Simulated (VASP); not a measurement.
# ZnO: polarisation along the polar distortion

Wanted: polarisation and energy of ZnO along a straight path from a centred structure to the polar one.

Program: VASP 6.6.1. Level of theory: LDA; plane waves and PAW (Zn, O), in the first sound run; inputs show where later runs differ. Results are calculated unless marked as measured.

Report form: the programs' logs are mostly left out.

## 1. Starting point

Symmetry: P6_3mc, No. 186, hexagonal system. Conventional cell: a = 3.250 Å, b = 3.250 Å, c = 5.207 Å, α = 90.00°, β = 90.00°, γ = 120.00°. Nearest to Zn lie 4 O at 1.97 to 1.99 Å. Nearest to O lie 4 Zn at 1.97 to 1.99 Å. Farther neighbours and most contacts between anions are not listed.

Coordinates:

```
Zn O
1.0
     3.25000    0.00000    0.00000
    -1.62500    2.81458    0.00000
     0.00000    0.00000    5.20700
Zn O
2 2
Cartesian
  0.0000 1.8764 0.0000
  1.6250 0.9382 2.6035
  0.0000 1.8764 1.9891
  1.6250 0.9382 4.5926
```

## 2. Relax the crystal, LDA

The polar end is relaxed first.

This step took 2 runs in a row; the last is shown.

Level: LDA; plane waves and PAW (Zn, O).

File INCAR:

```
SYSTEM = ZnO
PREC = Accurate
ENCUT = 520
EDIFF = 1E-07
NELM = 120
ISMEAR = 0
SIGMA = 0.02
LREAL = .FALSE.
ALGO = Normal
GGA = CA
NBANDS = 24
LASPH = .TRUE.
LORBIT = 11
LWAVE = .FALSE.
LCHARG = .FALSE.
KPAR = 8
IBRION = 2
NSW = 80
ISIF = 3
EDIFFG = -0.005
POTIM = 0.4
```

File POSCAR:

```
ZnO
1.0
    3.1955583679      0.0000000000      0.0000000000
   -1.5977791839      2.7674347256      0.0000000000
    0.0000000000      0.0000000000      5.1650854953
Zn O
2 2
Direct
    0.3333333333      0.6666666667      0.0017542169
    0.6666666667      0.3333333333      0.5017542169
    0.3333333333      0.6666666667      0.3802457831
    0.6666666667      0.3333333333      0.8802457831
```

File KPOINTS:

```
Automatic mesh
0
Gamma
9 9 5
0 0 0
```

The projector-augmented-wave data sets are Zn and O (LDA family, release 64).

The run is started by

```
$ mpirun -np 8 vasp_std
```

The job ended after 5.8 s (8 MPI ranks of Intel Xeon Platinum 8124M at 3.00GHz (Skylake/Cascade Lake), shared host; peak memory 1.4 GiB).

Read from the output:

```
energy(sigma→0) of the program : -21.1585 eV
stress, compression positive   : xx, yy, zz 0.03, 0.03, 0.04 GPa
volume                         : 45.677 Å³
ionic steps                    : 1
```

## 3. Berry phase, LDA

The centred structure lies half way between the polar one and its mirror or inverted image (space group 194 within 0.02 Å; largest move 0.32 Å). One point of the path in full, at 0.9 of the distortion.

Level: LDA; plane waves and PAW (Zn, O).

File INCAR:

```
SYSTEM = ZnO
PREC = Accurate
ENCUT = 520
EDIFF = 1E-07
NELM = 100
ISMEAR = 0
SIGMA = 0.02
LREAL = .FALSE.
ALGO = Normal
GGA = CA
NBANDS = 24
LASPH = .TRUE.
LWAVE = .FALSE.
LCHARG = .FALSE.
LCALCPOL = .TRUE.
DIPOL = 0.123 0.137 0.119
ISIF = 2
```

File POSCAR:

```
ZnO
1.0
    3.1955583679      0.0000000000      0.0000000000
   -1.5977791839      2.7674347256      0.0000000000
    0.0000000000      0.0000000000      5.1650854953
Zn O
2 2
Direct
    0.3333333330      0.6666666670      0.9955787950
    0.6666666670      0.3333333330      0.4955787950
    0.3333333330      0.6666666670      0.3862212050
    0.6666666670      0.3333333330      0.8862212050
```

File KPOINTS:

```
Automatic mesh
0
Gamma
11 11 8
0 0 0
```

The run is started by

```
$ mpirun -np 2 vasp_std
```

It took 62 s on 2 MPI ranks; peak memory 0.44 GiB.

Read from the output:

```
energy(sigma→0) of the program : -21.1333 eV
stress, compression positive   : xx, yy, zz 2.32, 2.32, -3.47 GPa
```

The run ends at a pressure of 0.39 GPa, with forces up to 0.37 eV/Å.

## 4. All members

The other members went through these steps as far as the tables show, at the cell of the polar end; 11 runs are not shown. The session took 0.52 core hours (wall time by ranks) on a shared machine.

The Berry phase fixes the polarisation only up to a quantum, here 181 µC/cm², so branches are joined from point to point; the sign is set positive along the polar axis, and energies count from the end point of the series.

```
fraction of the polar distortion  polarisation, branches joined (µC/cm²)  energy above the polar end (meV/f.u.)  gap on the mesh (eV)
                               0                                    0.00                                 301.99                  0.93
                            0.10                                    8.29                                      ?                  0.93
                            0.20                                   16.63                                 280.12                  0.92
                            0.30                                   25.02                                 253.78                  0.91
                            0.40                                   33.52                                 218.81                  0.90
                            0.50                                   42.15                                 177.19                  0.88
                            0.60                                   50.91                                 131.63                  0.86
                            0.70                                   59.83                                  85.65                  0.84
                            0.80                                   68.91                                  43.95                  0.81
                            0.90                                   78.14                                  12.68                  0.80
                               1                                   87.48                                   0.00                  0.80
```

## 5. A double well from the known rows

A least-squares parabola through the 10 rows shown, with u the square of the distortion: E = 273.1 u² − 577.9 u + 303.3 (meV/f.u.), r.m.s. residual 1.1 meV/f.u.

At u = 0.01000 this predicts 297.55 meV/f.u.

## 6. Checking the prediction

The calculation gives 296.45 meV/f.u., so the prediction is 1.10 meV/f.u. too high, within twice the residual of the fit.

## 7. Results

```json
{
 "polarisation at the last point": "87.5 µC/cm²",
 "energy of the centred structure": "302 meV/f.u.",
 "highest point of the path": "302 meV/f.u.",
 "error of the predicted energy": "1.10 meV/f.u."
}
```

The largest step between points is 9.3 µC/cm², well under half the quantum, so the joining is safe. The polarisation departs from a straight line by up to 1.6 µC/cm². The smallest gap on the mesh along the path is 0.80 eV. The value belongs to this centred reference; where a crystal has several, another path can give another value. A straight path at a fixed cell bounds the barrier of uniform switching from above; where films switch at all, they do so at domain walls.

[Lines on the potential files, build, host, timing and source positions are cut from VASP's logs without a mark.]

[Logs are printed without paths, hosts, clocks, repeated set-up lines and the standing remarks that a program may print on its own settings, such as how far it seeks lower states.]

[Hosts, paths, dates, database ids (printed as entryN), source tags and the programs' standing remarks are cut or masked in the printed files.]
